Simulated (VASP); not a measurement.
All values below come from PBE GGA, VASP's PBE PAW potentials (set 64) (plane waves; VASP).

The input files of a VASP run:

KPOINTS:
```
K-points
0
G
  11 11 11
0 0 0
```

### POSCAR
```
ZnS
1.0
  0.0000000000   2.6500470000   2.6500470000
  2.6500470000   0.0000000000   2.6500470000
  2.6500470000   2.6500470000   0.0000000000
Zn S
1 1
Cartesian
  0.0000000000   0.0000000000   0.0000000000
  1.3250235000   1.3250235000   1.3250235000
```

**INCAR**
```
# general
SYSTEM =ZnS
PREC   =Accurate
ENCUT  =300
LREAL  =.FALSE.
LASPH  =.TRUE.

# electronic loop
EDIFF  =1E-6
NELM   =100
ALGO   =Normal
LMAXMIX=4

# smearing
ISMEAR =0
SIGMA  =0.01

# functional
GGA    =PE

# ions
IBRION =2
NSW    =50
ISIF   =3
EDIFFG =-0.01

# output
LWAVE  =.FALSE.
LCHARG =.FALSE.
```

POTCAR, in this order: Zn S (PBE.64 set). Program: vasp_std.

At this cut-off the stress carries a Pulay error, which pulls relaxed volumes low. Energy and stress use the plane-wave basis of the starting cell.

**Question.** What does the run give for the energy per atom (σ→0), volume per atom, band gap (on the k-mesh)?

**Answer.** 
```json
{
 "energy per atom (σ→0)": "-3.420 eV/atom",
 "band gap (on the k-mesh)": "2.04 eV",
 "volume_per_atom": "20.04 Å^3/atom"
}
```

OSZICAR:
```
...
DAV:   2    -0.686776387736E+01    0.19326E+00   -0.73056E-01  1736   0.281E+01    0.128E+00
DAV:   3    -0.684648397859E+01    0.21280E-01   -0.28551E-02  1645   0.235E+00    0.574E-01
DAV:   4    -0.684172541923E+01    0.47586E-02   -0.44158E-03  1726   0.102E+00    0.341E-01
DAV:   5    -0.684085101406E+01    0.87441E-03   -0.93845E-04  2255   0.602E-01    0.674E-02
DAV:   6    -0.684082029763E+01    0.30716E-04   -0.26290E-04  1546   0.176E-01    0.275E-02
DAV:   7    -0.684082009380E+01    0.20383E-06   -0.12888E-05  1776   0.521E-02    0.150E-02
DAV:   8    -0.684081992396E+01    0.16984E-06   -0.25336E-06  1372   0.177E-02
   3 F= -.68408199E+01 E0= -.68408199E+01  d E =-.551931E-01
```

The structure comes from a computed database's ZnS entry; how it stands against other phases isn't given here. This run relaxes it. Symmetry was kept, so distortions that lower it aren't found. The run is one of a series of settings (EDIFFG = -0.01, IBRION = 2, ISIF = 3, NSW = 50 against the base run), some of them coarse on purpose.
